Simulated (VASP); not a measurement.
Consider the following.

Space group Im-3m (No. 229); a = 3.4613 Å, b = 3.4613 Å, c = 3.4613 Å, α = 90.00°, β = 90.00°, γ = 90.00°

```csv
atom,site,symmetry,x,y,z
Li,2a,m-3m,0.0000,0.0000,0.0000
```
(The calculation used a cell of 1 atom; values per cell refer to that cell.)

Level of theory: AM05 GGA, VASP's PBE PAW potentials (set 64) (plane waves; VASP). Run with 520 eV cut-off, 15×15×15 Γ-centred mesh, first-order Methfessel-Paxton smearing of 0.10 eV, potentials Li_sv.

Task: Give the energy at these volumes per atom, relative to the lowest: 19.28, 19.89, 20.51, 21.12, 21.74 Å³.

Result: 4.5, 1.4, 0.0, 0.2, 1.7 meV/atom. A third-order Birch-Murnaghan fit gives B0 = 13.1 GPa and B0′ = 3.2.

Measured: bulk modulus 13.8 GPa at 0 K (computed value off by -5.2 %), as given by H. Levämäki et al., Physical Review B (2014), arXiv:1402.3671 [corrected for temperature and zero-point phonon effects]; a 3.449 Å at 0 K (computed value off by +0.3 %), as given by Gábor I. Csonka et al., Physical Review B (2009), arXiv:0903.4037 [low-temperature or extrapolated to 0 K; zero-point anharmonic expansion removed].

The compound is Li in the bcc structure. It was relaxed first.
